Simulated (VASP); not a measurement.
Input:

```
CELL_PARAMETERS angstrom
      0.00000     2.65200     2.65200
      2.65200     0.00000     2.65200
      2.65200     2.65200     0.00000
ATOMIC_POSITIONS crystal
  Mg 0.00000 0.00000 0.00000
  S  0.50000 0.50000 0.50000
```

Calculation: PBE GGA, VASP's PBE PAW potentials (set 64) (plane waves; VASP). Numerical set-up: 400 eV cut-off, 8×8×8 Γ-centred mesh, Gaussian smearing of 0.050 eV, potentials Mg S.

Task: Give the stress tensor in GPa (positive for a compressed cell).

Result: 
```
-3.12   0.00   0.00
 0.00  -3.12   0.00
 0.00   0.00  -3.12
```
The pressure is its mean diagonal, -3.12 GPa.

The compound is MgS in the rock salt structure. The cell was not relaxed at this level.
